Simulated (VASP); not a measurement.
Data:

```
Rb
1.0
   -2.91578     2.91578     2.91578
    2.91578    -2.91578     2.91578
    2.91578     2.91578    -2.91578
Rb
1
Direct
  0.00000   0.00000   0.00000
```

Level of theory: revPBE GGA, VASP's PBE PAW potentials (set 64) (plane waves; VASP 6.6.1). Numerical set-up: 520 eV cut-off, 10×10×10 Γ-centred mesh, tetrahedra with Blöchl corrections, potentials Rb_sv.

Question: What does the run give for the energy per atom (σ→0), band gap (on the k-mesh) with the smallest direct gap where there is one?

Answer: 
The band gap (on the k-mesh) is none (metal, semimetal or under 0.01 eV) and the energy per atom (σ→0) comes out as -0.834 eV/atom.

The compound is Rb in the bcc structure. It was relaxed first, which changed the volume by +10 %.
